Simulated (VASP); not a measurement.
Energy against volume of Ge (diamond). Level of theory: vdW-DF2, VASP's PBE PAW potentials (set 64) (plane waves; VASP 6.6.1). Settings: 520 eV cut-off, 11×11×11 Γ-centred mesh, first-order Methfessel-Paxton smearing of 0.10 eV, potentials Ge_d.

| V (Å³/atom) | E (eV/atom) |
|---|---|
| 25.699 | -0.84397 |
| 26.494 | -0.84739 |
| 27.289 | -0.84454 |
| 28.083 | -0.83639 |

Question: Fit these four points and predict the energy of the run at 24.904 Å³/atom.

Answer: A cubic in V^(−2/3), the third-order Birch-Murnaghan form, passes through the four points with V0 = 26.51 Å³/atom and B0 = 42 GPa, and gives -0.8331 eV/atom there. The run gave -0.8334 eV/atom, -0.2 meV/atom from the fit; all five points give B0 = 42 GPa.

The compound is Ge in the diamond structure. It was relaxed first, which changed the volume by +17 %.
